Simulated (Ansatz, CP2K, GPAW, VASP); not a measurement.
# Code comparison for PdAu₃ (P1, 4 atoms in the cell)

Self-consistent single point.

```
PdAu3
1.0
   -2.05260     2.05260     4.00265
    2.05260    -2.05260     4.00265
    2.05260     2.05260    -4.00265
Pd Au
1 3
Direct
  0.96939   0.00369   0.98641
  0.76710   0.22851   0.49291
  0.26087   0.76775   0.52682
  0.50264   0.50005   0.99385
```

Shared settings, as Ansatz (a program for electronic structure) writes them: kpoints.mp_grid.grid = 5 5 6; scf.occupations.method = gaussian; scf.occupations.width = 0.0037 Ry. Potentials and cutoffs stand in the table.

```
code                                                                                   model  pressure (GPa)  largest force (eV/Å)       cutoff
------  ------------------------------------------------------------------------------------  --------------  --------------------  -----------
Ansatz                                                   LDA (PW92), PAW files made with PBE           -8.40                 0.967      30.9 Ry
VASP                                            LDA (PZ), VASP's LDA PAW potentials (set 64)           -8.49                 0.977       300 eV
CP2K    LDA (Pade form), GPW, DZVP-MOLOPT-SR-GTH basis, GTH-PADE potentials (GTH_POTENTIALS)           -3.16                 1.215  grid 500 Ry
GPAW                           LDA (Perdew-Wang 92), GPAW PAW datasets LDA (gpaw-data 1.0.1)           -5.62                 1.079       550 eV
```

Size of the force on each atom (eV/Å): Sizes of forces hide their directions.

```csv
code,Pd1,Au2,Au3,Au4
Ansatz,0.878,0.967,0.721,0.179
VASP,0.886,0.977,0.729,0.183
CP2K,1.019,1.215,0.914,0.235
GPAW,0.928,1.079,0.808,0.198
```

On Ansatz's run: spin-orbit coupling is off. Spin polarisation is off.

The spread over the programs that give each value: pressure within 5.33 GPa; largest force within 0.248 eV/Å.

CP2K uses small atom-centred bases, whose incompleteness enters pressures, forces and empty levels differently from a plane-wave cutoff. Ansatz's pressure is given at a fixed set of plane waves, as the other plane-wave codes print theirs; with its correction for the finite basis it is -8.36 GPa. The same LDA comes in different parametrisations, which differ slightly. In the pressure, CP2K (by 5.25) and GPAW (by 2.78) lie more than 1 GPa from the median of the plane-wave programs. In the force vectors, CP2K (by 0.238) and GPAW (by 0.102) lie more than 0.08 eV/Å from the median of the plane-wave programs.

VASP's run is marked for a possible Pulay error in its stress at this cutoff; no cutoff test was made.

The starting cell comes from a database of computed structures (which also holds hypothetical and non-ambient phases and stackings), without a prior relaxation at this level. Its atoms were displaced at random from the sites of space group no. 139.

Left out of this page: SIESTA (not drawn, or without a comparable value).

Keys are those of Ansatz 0.2.
